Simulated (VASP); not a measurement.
Input:

Na2S is taken in the cubic space group Fm-3m (No. 225), the anti-fluorite structure, Pearson symbol cF12. Cell: a = 6.521 Å, b = 6.521 Å, c = 6.521 Å, α = 90.00°, β = 90.00°, γ = 90.00°. Na on 8c is coordinated by 4 S at 2.824 Å (tetrahedral). S on 4a is coordinated by 8 Na at 2.824 Å (cubic). (Neighbours: up to the widest gap in distance over summed covalent radii, below 1.35, at either atom; cation-cation and far metal-metal contacts left out.)
(The calculation used a cell of 3 atoms; values per cell refer to that cell.)

Computed with optB86b-vdW, VASP's PBE PAW potentials (set 64) (plane waves; VASP). Numerical set-up: 520 eV cut-off, 6×6×6 Γ-centred mesh, Gaussian smearing of 0.050 eV, potentials Na_pv S.

Give the energy at these volumes per atom, relative to the lowest: 21.74, 22.43, 23.13, 23.82, 24.51 Å³.

8.3, 1.9, 0.0, 1.9, 7.0 meV/atom. A third-order Birch-Murnaghan fit gives B0 = 29.4 GPa and B0′ = 4.2.

Measured: a 6.537 Å (computed value off by -0.2 %), as given by Some thermoelectric phenomena in copper chalcogenides replaced by lithium and sodium alkaline metals, Nanomaterials …. The calculation is for a static lattice, while the measured a holds thermal and zero-point effects, which are part of the difference.

The compound is Na2S in the antifluorite structure. It was relaxed first.
